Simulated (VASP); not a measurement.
These are PBEsol GGA, VASP's PBE PAW potentials (set 64) (plane waves; VASP) values and carry that method's errors.

The input files of a VASP run:

**INCAR**
```
SYSTEM = Rb2S
ENCUT = 480
ISMEAR = 0   # Gaussian
ISIF = 2   # forces and stress, cell fixed
SIGMA = 0.05   # width (eV)
LCHARG = .FALSE.
LASPH = .TRUE.   # aspherical one-centre terms
LREAL = .FALSE.   # projection in real space or not
LMAXMIX = 4
GGA = PS   # PBEsol
LWAVE = .FALSE.
NELM = 100   # most electronic steps
ALGO = Normal   # blocked Davidson
EDIFF = 1E-7
PREC = Accurate
```

### POSCAR
```
Rb2S
5.0395930
  1.0000000329   0.0000000000   0.0000000000
 -0.5000000164   0.8660253683  -0.0086602537
  0.0000000000  -0.0117659610   1.1765961049
S Rb
1 2
Cart
 -0.5000000164   0.8660253683  -0.0086602537
 -0.0000005000   0.5746657745   0.2627024652
  0.5000005164   0.2795936327   0.9052333860
```

### KPOINTS
```
Automatic
0
G
 6 6 4
```

POTCAR, in this order: S Rb_sv (PBE.64 set). Program: vasp_std.

**Question.** What does the run give for the energy per atom (σ→0), largest force?

**Answer.** 
```
Property                        Value
---------------------  --------------
energy per atom (σ→0)  -3038 meV/atom
largest force              0.050 eV/Å
```

OSZICAR:
```
...
DAV:  10    -0.911348153970E+01   -0.51511E-02   -0.15047E-02  1696   0.567E-01    0.264E-01
DAV:  11    -0.911343355409E+01    0.47986E-04   -0.12121E-02  1808   0.418E-01    0.420E-02
DAV:  12    -0.911350034541E+01   -0.66791E-04   -0.50322E-04  2096   0.124E-01    0.277E-02
DAV:  13    -0.911353088788E+01   -0.30542E-04   -0.67606E-05  1800   0.484E-02    0.916E-03
DAV:  14    -0.911353228927E+01   -0.14014E-05   -0.13072E-05  2216   0.148E-02    0.595E-03
DAV:  15    -0.911353251324E+01   -0.22398E-06   -0.10513E-05  1680   0.149E-02    0.818E-04
DAV:  16    -0.911353256033E+01   -0.47088E-07   -0.59411E-07  1968   0.424E-03
   1 F= -.91135326E+01 E0= -.91135326E+01  d E =-.320749E-17
```

The structure was generated: Rb2S was put into the CdI2 type (P-3m1), which need not be its known phase. This cell was strained or had an atom moved on purpose.
